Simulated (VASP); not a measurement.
Calculation: PBEsol GGA, VASP's PBE PAW potentials (set 64) (plane waves; VASP).

A VASP calculation is set up with these files.

File POSCAR:
```
Ga3InAs4
1.0
  5.7649125343   0.0000000000   0.0000000000
  0.0000000000   5.7649125343   0.0000000000
  0.0000000000   0.0000000000   5.7649125343
In As Ga
1 4 3
direct
  0.0000000000   1.0000000000   1.0000000000
  0.2595866231   0.2595866231   0.2595866231
  0.7404133769   0.7404133769   0.2595866231
  0.7404133769   0.2595866231   0.7404133769
  0.2595866231   0.7404133769   0.7404133769
  0.5000000000   0.5000000000   1.0000000000
  0.5000000000   1.0000000000   0.5000000000
  0.0000000000   0.5000000000   0.5000000000
```

KPOINTS:
```
Automatic
0
G
4 4 4
```

INCAR:
```
PREC = Accurate
LCHARG = F
GGA = PS
LWAVE = F
ISMEAR = 0   ! Gaussian
LREAL = F   ! projection in real space or not
LMAXMIX = 4   ! l cut-off of mixed one-centre charges
SIGMA = 0.05   ! width (eV)
IBRION = 2
SYSTEM = Ga3InAs4
EDIFFG = -0.02   ! ionic stop
ISIF = 3   ! ions, shape and volume
NELM = 100   ! most electronic steps
NSW = 60   ! most ionic steps
EDIFF = 1E-6   ! SCF stop (eV)
LASPH = T   ! aspherical one-centre terms
ALGO = Normal   ! blocked Davidson
ENCUT = 400   ! plane-wave cut-off (eV)
```

POTCAR, in this order: In_d As Ga_d (PBE.64 set). Program: vasp_std.

Unless said otherwise, spin-orbit coupling is left out, though it shifts the bands of the heavy elements here.

Problem. What does the run give for the energy per atom (σ→0), band gap (on the k-mesh)?

Solution. 
```json
{
 "energy per atom (σ→0)": "-429.3 kJ/mol of atoms",
 "band gap (on the k-mesh)": "0.10 eV"
}
```

File OSZICAR:
```
...
DAV:   8    -0.355985616243E+02    0.55735E-02   -0.11916E-01  1064   0.363E+00    0.379E-01
DAV:   9    -0.355982108776E+02    0.35075E-03   -0.10261E-02  1122   0.131E+00    0.180E-01
DAV:  10    -0.355985725948E+02   -0.36172E-03   -0.17431E-03  1160   0.251E-01    0.130E-01
DAV:  11    -0.355987100967E+02   -0.13750E-03   -0.24170E-04  1098   0.104E-01    0.470E-02
DAV:  12    -0.355986965865E+02    0.13510E-04   -0.58863E-05  1080   0.709E-02    0.161E-02
DAV:  13    -0.355986978557E+02   -0.12691E-05   -0.10849E-05   938   0.155E-02    0.773E-03
DAV:  14    -0.355986978526E+02    0.30741E-08   -0.15825E-06   618   0.837E-03
   1 F= -.35598698E+02 E0= -.35598405E+02  d E =-.355987E+02
```

The structure was generated: Ga3InAs4 was put into an ordered model structure (P-43m), which need not be its known phase. It was relaxed first. The start is the result of an earlier pass.
